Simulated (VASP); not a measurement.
Level of theory: LDA (Ceperley-Alder, Perdew-Zunger), VASP's LDA PAW potentials (set 64) (plane waves; VASP).

The input files of a VASP run:

**INCAR**
```
ALGO=Normal
EDIFF=1E-6
EDIFFG=-0.02
ENCUT=400
IBRION=2
ISIF=3
ISMEAR=0
LASPH=T
LCHARG=F
LMAXMIX=4
LREAL=F
LWAVE=F
NELM=100
NSW=60
PREC=Accurate
SIGMA=0.05
SYSTEM=In2Se3
```

**KPOINTS**
```
K-points
0
Gamma
6 6 2
0 0 0
```

POSCAR:
```
In2Se3
1
    3.9185527433     0.0020103498    -0.0034956883
    1.9594343995     3.3930787187    -0.0056587784
    0.0075255719     0.0166722261     9.4247108658
In Se
2 3
Direct
  0.3334342697   0.3349852627   0.8056994506
  0.6665657303   0.6650147373   0.1943005494
  0.0000000000   0.0000000000   0.0000000000
  0.3335108103   0.3315990442   0.3352803938
  0.6664891897   0.6684009558   0.6647196062
```

POTCAR, in this order: In_d Se (LDA.64 set). Program: vasp_std.

The run wrote:

File OUTCAR:
```
 ion  position               nearest neighbor table
   1  0.333  0.335  0.806-   5 2.62   5 2.62   5 2.62   3 2.91   3 2.91   3 2.92
   2  0.667  0.665  0.194-   4 2.62   4 2.62   4 2.62   3 2.91   3 2.91   3 2.92
   3  0.000  0.000  0.000-   2 2.91   1 2.91   2 2.91   1 2.91   1 2.92   2 2.92
   4  0.334  0.332  0.335-   2 2.62   2 2.62   2 2.62
   5  0.666  0.668  0.665-   1 2.62   1 2.62   1 2.62
  LATTYP: Found a triclinic cell.
 ALAT       =     3.9163112806
 B/A-ratio  =     1.0004857610
 C/A-ratio  =     2.4065320506
 COS(alpha) =     0.0004869920
 COS(beta)  =     0.0005799668
 COS(gamma) =     0.4996701245
 Subroutine PRICEL returns:
 Original cell was already a primitive cell.
 Subroutine GETGRP returns: Found  2 space group operations
The static configuration has the point symmetry S_2 .
The dynamic configuration has the point symmetry S_2 .
 Subroutine INISYM returns: Found  2 space group operations
 Subroutine IBZKPT returns following result:
 Found     40 irreducible k-points:

 Following reciprocal coordinates:
            Coordinates               Weight
  0.000000  0.000000  0.000000      1.000000
  0.166667  0.000000 -0.000000      2.000000
  0.333333  0.000000 -0.000000      2.000000
  0.500000  0.000000  0.000000      1.000000
 -0.000000  0.166667  0.000000      2.000000
  0.166667  0.166667  0.000000      2.000000
  0.333333  0.166667  0.000000      2.000000
  0.500000  0.166667 -0.000000      2.000000
 -0.333333  0.166667  0.000000      2.000000
 -0.166667  0.166667 -0.000000      2.000000
  0.000000  0.333333 -0.000000      2.000000
  0.166667  0.333333  0.000000      2.000000
  0.333333  0.333333 -0.000000      2.000000
  0.500000  0.333333 -0.000000      2.000000
 -0.333333  0.333333  0.000000      2.000000
 -0.166667  0.333333 -0.000000      2.000000
 -0.000000  0.500000  0.000000      1.000000
  0.166667  0.500000 -0.000000      2.000000
  0.333333  0.500000  0.000000      2.000000
  0.500000  0.500000  0.000000      1.000000
  0.000000  0.000000  0.500000      1.000000
  0.166667  0.000000  0.500000      2.000000
  0.333333  0.000000  0.500000      2.000000
  0.500000  0.000000  0.500000      1.000000
  0.000000  0.166667  0.500000      2.000000
  0.166667  0.166667  0.500000      2.000000
  0.333333  0.166667  0.500000      2.000000
  0.500000  0.166667  0.500000      2.000000
 -0.333333  0.166667  0.500000      2.000000
 -0.166667  0.166667  0.500000      2.000000
 -0.000000  0.333333  0.500000      2.000000
  0.166667  0.333333  0.500000      2.000000
  0.333333  0.333333  0.500000      2.000000
  0.500000  0.333333  0.500000      2.000000
 -0.333333  0.333333  0.500000      2.000000
 -0.166667  0.333333  0.500000      2.000000
  0.000000  0.500000  0.500000      1.000000
  0.166667  0.500000  0.500000      2.000000
  0.333333  0.500000  0.500000      2.000000
  0.500000  0.500000  0.500000      1.000000
   k-points           NKPTS =     40   k-points in BZ     NKDIM =     40   number of bands    NBANDS=     26
   number of dos      NEDOS =    301   number of ions     NIONS =      5
   total plane-waves  NPLWV =  50176
   dimension x,y,z NGX =    28 NGY =   28 NGZ =   64
   dimension x,y,z NGXF=    56 NGYF=   56 NGZF=  128
   ions per type =               2   3
   PREC   = accura    normal or accurate (medium, high low for compatibility)
   ISTART =      0    job   : 0-new  1-cont  2-samecut
   ICHARG =      2    charge: 1-file 2-atom 10-const
   ISPIN  =      1    spin polarized calculation?
   LNONCOLLINEAR =      F non collinear calculations
...
```

**OSZICAR**
```
...
DAV:   7    -0.212529343790E+02   -0.52274E-06   -0.62014E-06  2212   0.171E-02
   3 F= -.21252934E+02 E0= -.21251734E+02  d E =-.507536E-02
       N       E                     dE             d eps       ncg     rms          rms(c)
DAV:   1    -0.212541094703E+02   -0.11756E-02   -0.46522E-01  2120   0.398E+00    0.316E-01
DAV:   2    -0.212556917254E+02   -0.15823E-02   -0.25718E-02  2562   0.139E+00    0.136E-01
DAV:   3    -0.212554355510E+02    0.25617E-03   -0.83441E-04  3072   0.298E-01    0.970E-02
DAV:   4    -0.212552922268E+02    0.14332E-03   -0.35440E-04  2978   0.232E-01    0.310E-02
DAV:   5    -0.212552906052E+02    0.16217E-05   -0.85856E-05  2820   0.757E-02    0.189E-02
DAV:   6    -0.212552901621E+02    0.44303E-06   -0.87054E-06  2424   0.237E-02
   4 F= -.21255290E+02 E0= -.21254081E+02  d E =-.235578E-02
       N       E                     dE             d eps       ncg     rms          rms(c)
DAV:   1    -0.212497711277E+02    0.55195E-02   -0.41553E+00  2120   0.117E+01    0.946E-01
DAV:   2    -0.212638900606E+02   -0.14119E-01   -0.23279E-01  2514   0.422E+00    0.395E-01
DAV:   3    -0.212616562770E+02    0.22338E-02   -0.81920E-03  3112   0.893E-01    0.288E-01
DAV:   4    -0.212604499082E+02    0.12064E-02   -0.28391E-03  3050   0.639E-01    0.969E-02
DAV:   5    -0.212604156720E+02    0.34236E-04   -0.65960E-04  2890   0.212E-01    0.563E-02
DAV:   6    -0.212604122194E+02    0.34526E-05   -0.77813E-05  2964   0.689E-02    0.341E-02
DAV:   7    -0.212604101785E+02    0.20409E-05   -0.18891E-05  3084   0.338E-02    0.193E-02
DAV:   8    -0.212604104170E+02   -0.23843E-06   -0.36692E-06  1854   0.172E-02
   5 F= -.21260410E+02 E0= -.21259162E+02  d E =-.747604E-02
       N       E                     dE             d eps       ncg     rms          rms(c)
DAV:   1    -0.212174622897E+02    0.42948E-01   -0.16452E+01  2122   0.230E+01    0.190E+00
DAV:   2    -0.212752794530E+02   -0.57817E-01   -0.95605E-01  2552   0.871E+00    0.806E-01
DAV:   3    -0.212660508986E+02    0.92286E-02   -0.31100E-02  3070   0.176E+00    0.571E-01
DAV:   4    -0.212613662507E+02    0.46846E-02   -0.11186E-02  3072   0.116E+00    0.207E-01
DAV:   5    -0.212612000172E+02    0.16623E-03   -0.24305E-03  2880   0.417E-01    0.115E-01
DAV:   6    -0.212611846730E+02    0.15344E-04   -0.28449E-04  2898   0.139E-01    0.688E-02
DAV:   7    -0.212611770329E+02    0.76401E-05   -0.60250E-05  3194   0.591E-02    0.349E-02
DAV:   8    -0.212611780993E+02   -0.10664E-05   -0.11504E-05  2258   0.269E-02    0.489E-03
DAV:   9    -0.212611773254E+02    0.77391E-06   -0.29169E-06  1844   0.134E-02
   6 F= -.21261177E+02 E0= -.21259808E+02  d E =-.824295E-02
       N       E                     dE             d eps       ncg     rms          rms(c)
DAV:   1    -0.212560925327E+02    0.50856E-02   -0.36324E+00  2276   0.115E+01    0.818E-01
DAV:   2    -0.212654738340E+02   -0.93813E-02   -0.17021E-01  2548   0.346E+00    0.354E-01
DAV:   3    -0.212635438622E+02    0.19300E-02   -0.65785E-03  3136   0.843E-01    0.252E-01
DAV:   4    -0.212625127201E+02    0.10311E-02   -0.22361E-03  3046   0.592E-01    0.790E-02
DAV:   5    -0.212624912057E+02    0.21514E-04   -0.55662E-04  3010   0.195E-01    0.472E-02
DAV:   6    -0.212624884675E+02    0.27381E-05   -0.53924E-05  2912   0.547E-02    0.289E-02
DAV:   7    -0.212624872131E+02    0.12544E-05   -0.86917E-06  2616   0.254E-02    0.136E-02
DAV:   8    -0.212624873410E+02   -0.12782E-06   -0.30571E-06  1754   0.167E-02
   7 F= -.21262487E+02 E0= -.21261177E+02  d E =-.955296E-02
       N       E                     dE             d eps       ncg     rms          rms(c)
DAV:   1    -0.212642851565E+02   -0.17979E-02   -0.11238E-01  3104   0.315E+00    0.216E-01
DAV:   2    -0.212635736099E+02    0.71155E-03   -0.42833E-03  3090   0.953E-01    0.777E-02
DAV:   3    -0.212634037861E+02    0.16982E-03   -0.48746E-04  2702   0.357E-01    0.318E-02
DAV:   4    -0.212633964349E+02    0.73512E-05   -0.64322E-05  2736   0.623E-02    0.259E-02
DAV:   5    -0.212633944337E+02    0.20012E-05   -0.33203E-06  2018   0.235E-02    0.648E-03
DAV:   6    -0.212633940727E+02    0.36100E-06   -0.12629E-06  1180   0.171E-02
   8 F= -.21263394E+02 E0= -.21262077E+02  d E =-.906732E-03
       N       E                     dE             d eps       ncg     rms          rms(c)
DAV:   1    -0.212735374455E+02   -0.10143E-01   -0.10009E+00  3086   0.930E+00    0.655E-01
DAV:   2    -0.212670988158E+02    0.64386E-02   -0.38987E-02  3090   0.289E+00    0.232E-01
DAV:   3    -0.212655880414E+02    0.15108E-02   -0.43133E-03  2706   0.106E+00    0.981E-02
DAV:   4    -0.212655168091E+02    0.71232E-04   -0.59995E-04  2944   0.190E-01    0.829E-02
DAV:   5    -0.212655012471E+02    0.15562E-04   -0.28637E-05  3128   0.581E-02    0.275E-02
DAV:   6    -0.212654957668E+02    0.54803E-05   -0.15111E-05  2730   0.685E-02    0.893E-03
DAV:   7    -0.212654959624E+02   -0.19559E-06   -0.33096E-06  1806   0.150E-02
   9 F= -.21265496E+02 E0= -.21264157E+02  d E =-.300862E-02
       N       E                     dE             d eps       ncg     rms          rms(c)
DAV:   1    -0.212991149724E+02   -0.33619E-01   -0.39553E+00  3070   0.182E+01    0.134E+00
DAV:   2    -0.212731270052E+02    0.25988E-01   -0.15963E-01  3108   0.589E+00    0.468E-01
DAV:   3    -0.212671620329E+02    0.59650E-02   -0.16789E-02  2722   0.207E+00    0.202E-01
DAV:   4    -0.212668322012E+02    0.32983E-03   -0.25169E-03  3052   0.397E-01    0.173E-01
DAV:   5    -0.212667791421E+02    0.53059E-04   -0.10250E-04  3218   0.102E-01    0.668E-02
DAV:   6    -0.212667483457E+02    0.30796E-04   -0.74477E-05  2638   0.166E-01    0.170E-02
DAV:   7    -0.212667493150E+02   -0.96925E-06   -0.16610E-05  2494   0.344E-02    0.642E-03
DAV:   8    -0.212667492983E+02    0.16684E-07   -0.49434E-07  1186   0.736E-03
  10 F= -.21266749E+02 E0= -.21265365E+02  d E =-.426196E-02
       N       E                     dE             d eps       ncg     rms          rms(c)
DAV:   1    -0.212679635927E+02   -0.12143E-02   -0.14398E-01  3088   0.364E+00    0.243E-01
DAV:   2    -0.212670589114E+02    0.90468E-03   -0.54958E-03  3068   0.108E+00    0.882E-02
DAV:   3    -0.212668384380E+02    0.22047E-03   -0.63831E-04  2704   0.413E-01    0.354E-02
DAV:   4    -0.212668297085E+02    0.87295E-05   -0.81858E-05  2660   0.702E-02    0.278E-02
DAV:   5    -0.212668269936E+02    0.27150E-05   -0.52548E-06  2472   0.308E-02    0.693E-03
DAV:   6    -0.212668267021E+02    0.29147E-06   -0.10966E-06  1102   0.168E-02
  11 F= -.21266827E+02 E0= -.21265451E+02  d E =-.433936E-02
       N       E                     dE             d eps       ncg     rms          rms(c)
DAV:   1    -0.212669311101E+02   -0.10412E-03   -0.44039E-03  2386   0.431E-01    0.415E-02
DAV:   2    -0.212669172340E+02    0.13876E-04   -0.22231E-04  2790   0.177E-01    0.211E-02
DAV:   3    -0.212669055819E+02    0.11652E-04   -0.21143E-05  3072   0.534E-02    0.106E-02
DAV:   4    -0.212669034506E+02    0.21313E-05   -0.43423E-06  2228   0.251E-02    0.371E-03
DAV:   5    -0.212669034586E+02   -0.80199E-08   -0.20031E-06  1372   0.120E-02
  12 F= -.21266903E+02 E0= -.21265532E+02  d E =-.767565E-04
       N       E                     dE             d eps       ncg     rms          rms(c)
DAV:   1    -0.212673097208E+02   -0.40627E-03   -0.39773E-02  2382   0.129E+00    0.125E-01
DAV:   2    -0.212671846796E+02    0.12504E-03   -0.20158E-03  2792   0.535E-01    0.639E-02
DAV:   3    -0.212670794521E+02    0.10523E-03   -0.19332E-04  3104   0.160E-01    0.317E-02
DAV:   4    -0.212670611202E+02    0.18332E-04   -0.49697E-05  3194   0.757E-02    0.136E-02
DAV:   5    -0.212670603464E+02    0.77378E-06   -0.70202E-06  2824   0.246E-02
  13 F= -.21267060E+02 E0= -.21265701E+02  d E =-.233644E-03
```

### OUTCAR
```
------------------------ aborting loop because EDIFF is reached ----------------------------------------
  FORCE on cell =-STRESS in cart. coord.  units (eV):
  Direction    XX          YY          ZZ          XY          YZ          ZX
  --------------------------------------------------------------------------------------
  Total       -0.0377955     -0.0386350      0.0475810      0.0062636     -0.0134841     -0.0084653
  in kB       -0.4983603     -0.5094292      0.6273882      0.0825899     -0.1777972     -0.1116203
  external PRESSURE =      -0.1268005 kB  Pullay stress =       0.0000000 kB
  volume of cell :      121.51
      direct lattice vectors                 reciprocal lattice vectors
     3.921908412 -0.000167837  0.001138811     0.254971623 -0.147030390 -0.000024740
     1.959224734  3.397574253  0.001678937     0.000012878  0.294320692 -0.000973985
     0.018285459  0.030175260  9.118660516    -0.000031845 -0.000035828  0.109665412
 POSITION                                       TOTAL-FORCE (eV/Angst)
 -----------------------------------------------------------------------------------
      1.97432      1.15729      7.30033         0.007625      0.007911     -0.008771
      3.92510      2.27029      1.82114        -0.007625     -0.007911      0.008771
      0.00000      0.00000      0.00000        -0.000000     -0.000000      0.000000
      1.96305      1.13632      3.15844         0.003804      0.004191     -0.001023
      3.93637      2.29126      5.96304        -0.003804     -0.004191      0.001023
 -----------------------------------------------------------------------------------
    total drift:                                0.000000      0.000000     -0.000000
  FREE ENERGIE OF THE ION-ELECTRON SYSTEM (eV)
  ---------------------------------------------------
  free  energy   TOTEN  =       -21.2670603464 eV

  energy  without entropy=      -21.2643418553  energy(sigma->0) =      -21.26570110

 reached required accuracy - stopping structural energy minimisation
```
(Selected blocks of OUTCAR.)

### CONTCAR
```
In2Se3
   1.00000000000000
     3.9219084116165193   -0.0001678368125657    0.0011388108282705
     1.9592247344702349    3.3975742530991031    0.0016789367610616
     0.0182854591407725    0.0301752595119266    9.1186605163158809
  In              Se
     2     3
Direct
     0.3330584385567837    0.3335303017054936    0.8004897795296060
     0.6669415614432163    0.6664696982945065    0.1995102204703940
     0.0000000000000000    0.0000000000000000    0.0000000000000000
     0.3333710541614563    0.3313909219785313    0.3462682769513422
     0.6666289458385438    0.6686090780214686    0.6537317230486578
```

Energy and stress use the plane-wave basis of the starting cell.

The structure comes from a computed database's In2Se3 entry; how it stands against other phases isn't given here. This run relaxes it. Symmetry was kept, so distortions that lower it aren't found. The k-mesh is coarse (spacing up to 0.34 per Å, 2π included), so the numbers may not be converged in it. The start is the result of an earlier pass.
